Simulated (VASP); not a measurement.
Runs of VASP 6.6.1 on V3RuN. It takes space group Pm-3m (No. 221, cubic). Conventional cell: a = 3.913 Å, b = 3.913 Å, c = 3.913 Å, α = 90.00°, β = 90.00°, γ = 90.00°. Ru (site symmetry m-3m) is surrounded by 12 V at 2.77 Å. V (site symmetry 4/mmm) has 2 N at 1.96 Å as nearest neighbours. N (site symmetry m-3m) is surrounded by 6 V at 1.96 Å. The cell was built by a generator and needn't be a form met in nature.

| task | spin | cell | k mesh | cutoff (eV) | smearing | gap on the mesh (eV) | pressure (GPa) | relaxed volume (Å³/atom) |
| --- | --- | --- | --- | --- | --- | --- | --- | --- |
| single point | off | Pm-3m, 11.99 Å³/atom | 5 × 5 × 5 | 520 | fermi-dirac 0.1 eV | none | 0.5 | - |
| relaxation of cell and atoms | off | relaxed | 5 × 5 × 5 | 600 | fermi-dirac 0.001 eV | none | 0.0 | 11.98 |
| single point | off | Pm-3m, 11.98 Å³/atom | 5 × 5 × 5 | 520 | fermi-dirac 0.1 eV | none | 0.6 | - |
| relaxation of cell and atoms | off | relaxed | 5 × 5 × 5 | 600 | fermi-dirac 0.1 eV | none | 0.0 | (a) |
| single point | off | Pm-3m, 11.96 Å³/atom | 5 × 5 × 5 | 520 | fermi-dirac 0.001 eV | none | 0.6 | - |
| single point | non-collinear, zero start, SOC | Pm-3m, 11.99 Å³/atom | 5 × 5 × 5, shifted | 520 | fermi-dirac 0.1 eV | - | 0.6 | - |

Alike in all rows: level PBE; potentials or basis VASP PAW PBE potentials, release 64 (Ru_pv, V_sv, N).

Question: Estimate the missing entries.

Answer: (a) 12.01.

A k mesh can miss the band edges, and rows without SOC leave out spin-orbit coupling on Ru.

A gap of «none» marks a metal or a gap under the smearing width.
